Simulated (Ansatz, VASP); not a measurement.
Given: the input of a run of VASP 6.6.1 on BeSb. The cell comes from a database or a generator and needn't be the stable form of this composition.

Contents of INCAR:

```
ALGO = Fast ; EDIFF = 1E-6
EDIFFG = -0.01 ; ENCUT = 600
GGA = PE ; GGA_COMPAT = F
IBRION = 2 ; ISIF = 3
ISMEAR = -1 ; LASPH = T
LCHARG = F ; LORBIT = 11
LREAL = F ; LSORBIT = T
LWAVE = F ; MAGMOM = 0 0 0 0 0 0
NELM = 60 ; NSW = 40
PREC = Accurate ; SIGMA = 0.05
```

KPOINTS

```
k-points
0
Gamma
  6 6 7
```

Contents of POSCAR:

```
BeSb
1.0
    3.8791000000      0.0000000000      0.0000000000
   -1.9395500000      3.3594000000      0.0000000000
    0.0000000000      0.0000000000      3.0375500000
Be Sb
1 1
Direct
    0.0000000000      0.0000000000      0.0000000000
    0.3333300000      0.6666700000      0.5000000000
```

Potentials or basis: VASP PAW PBE potentials, release 64 (Be, Sb).

Run with:

```bash
$ cat potpaw_PBE.64/Be/POTCAR potpaw_PBE.64/Sb/POTCAR > POTCAR
$ mpirun -np 1 vasp_ncl > vasp.out
```

Problem. Translate it to Ansatz 0.2.0. Potentials or basis there: Ansatz PAW, cutoff 420 eV.

Solution. As run (cutoffs and basis follow the program's own potentials, and thresholds, step limits or extra output files can differ):

Contents of input.yaml:

```yaml
crystal:
  lattice:
    - [3.8791, 0.0, 0.0]
    - [-1.93955, 3.3594, 0.0]
    - [0.0, 0.0, 3.03755]
  atoms:
    - { symbol: Be, position: [0.0, 0.0, 0.0] }
    - { symbol: Sb, position: [0.33333, 0.66667, 0.5] }
hamiltonian:
  xc: pbe
  pseudopotentials: { kind: paw_fr }
magnetization:
  noncollinear: true
  spin_orbit: true
kpoints:
  mp_grid: { grid: [6, 6, 7] }
scf:
  occupations: { method: fermi_dirac, width: 0.05 }
output:
  forces: true
  stress: true
  eigenvalues: true
relax:
  f_tol: 0.01
  max_steps: 40
  cell: { stress_tol: 0.05 }
```

Potentials or basis: Ansatz PAW.

Command:

```console
$ ansatz run input.yaml --threads 2 --pin off --max-ram 5632MiB --backend cpu --events-out ev --progress --plain --runs-dir out
```

Both were run:

|  | VASP | Ansatz |
| --- | --- | --- |
| Relaxed volume | 19.98 Å³/atom | 19.94 Å³/atom |
| Relaxed cell | a = 3.918 Å, b = 3.918 Å, c = 3.006 Å, α = 90.00°, β = 90.00°, γ = 120.00° | a = 3.916 Å, b = 3.916 Å, c = 3.003 Å, α = 90.00°, β = 90.00°, γ = 120.00° |
| Space group after relaxing | P-6m2 (No. 187) | P-6m2 (No. 187) |
| Pressure after relaxing | 0.0 GPa | 0.0 GPa |

Ansatz's pressure holds a Pulay term of +0.03 GPa for its cutoff of 420 eV, which the other run lacks.

The potentials hold 7 and 17 valence electrons a cell.

Where Ansatz's input types no cutoff or centring, it takes its own default and a Γ-centred mesh.

Pressure is positive in compression.
